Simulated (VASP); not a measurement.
Nb2B:

```
Nb B
1.0
     4.31615    0.00000    0.00000
    -2.15808    3.73790    0.00000
     0.00000    0.00000    2.64580
Nb B
2 1
Direct
  0.33333 0.66667 0.50000
  0.66667 0.33333 0.50000
  0.00000 0.00000 0.00000
```

The cell was built by a generator and needn't be a form met in nature.

* Program: VASP 6.6.1
* Task: relaxation of cell and atoms
* Functional: PBE
* Potentials or basis: VASP PAW PBE potentials, release 64 (Nb_sv, B)
* Cutoff: 600 eV
* k mesh: 6 × 6 × 6
* Occupations: gaussian, width 0.1 eV
* Spin: no spin polarisation

At the start: pressure 8.4 GPa; volume 14.23 Å³/atom.

Task: How do energy, volume and symmetry change on relaxing?

Result: Over 5 steps the energy falls by 17.9 meV/atom and the volume is 14.90 Å³/atom (+4.7 %); space group P6/mmm (No. 191, to 0.05 Å).

The path:
```csv
step,energy change (eV),largest force (eV/Å),pressure (GPa),volume (Å³)
1,0.0000,0.0000,8.40,42.69
2,0.0249,0.0000,-8.55,47.46
3,-0.0538,0.0000,-0.17,44.76
4,-0.0538,0.0000,-0.02,44.72
5,-0.0538,0.0000,0.10,44.69
```

Final structure:
```
Nb B
1.0
     4.39683    0.00000    0.00000
    -2.19841    3.80777    0.00000
     0.00000    0.00000    2.66913
Nb B
2 1
Cartesian
  0.0000 2.5385 1.3346
  2.1984 1.2693 1.3346
  0.0000 0.0000 2.6691
```

Caveat: the k mesh is coarse (spacing up to 0.40 Å⁻¹), so the values aren't converged.
